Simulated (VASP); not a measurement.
All values below come from PBE GGA, VASP's PBE PAW potentials (set 64) (plane waves; VASP).

VASP input:

### KPOINTS
```
Automatic mesh
0
Gamma
9 9 9
0 0 0
```

POSCAR:
```
MgSe
3.8219980
  0.0000000000   0.7071068588   0.7071068588
  0.7071068588   0.0000000000   0.7071068588
  0.7071068588   0.7071068588   0.0000000000
Mg Se
1 1
Direct
  0.0000000000   0.0000000000   0.0000000000
  0.5000000000   0.5000000000   0.5000000000
```

### INCAR
```
SYSTEM = MgSe
PREC = Accurate
ENCUT = 300
EDIFF = 1E-6
NELM = 100
ALGO = Normal
LREAL = .FALSE.
LASPH = .TRUE.
ISMEAR = 0
SIGMA = 0.01
GGA = PE
LMAXMIX = 4
LWAVE = .FALSE.
LCHARG = .FALSE.
ISIF = 2
```

POTCAR, in this order: Mg Se (PBE.64 set). Program: vasp_std.

**Question.** What will the output report for the number of irreducible k-points (NKPTS), largest plane-wave count, number of space-group operations, FFT grid (NGX, NGY, NGZ)?

**Answer.** 
The number of irreducible k-points (NKPTS) is 35, the largest plane-wave count comes out as 483 and the number of space-group operations is 48. The FFT grid (NGX, NGY, NGZ) is 24 × 24 × 24.

The structure comes from a computed database's MgSe entry; how it stands against other phases isn't given here. The cell was not relaxed at this level.
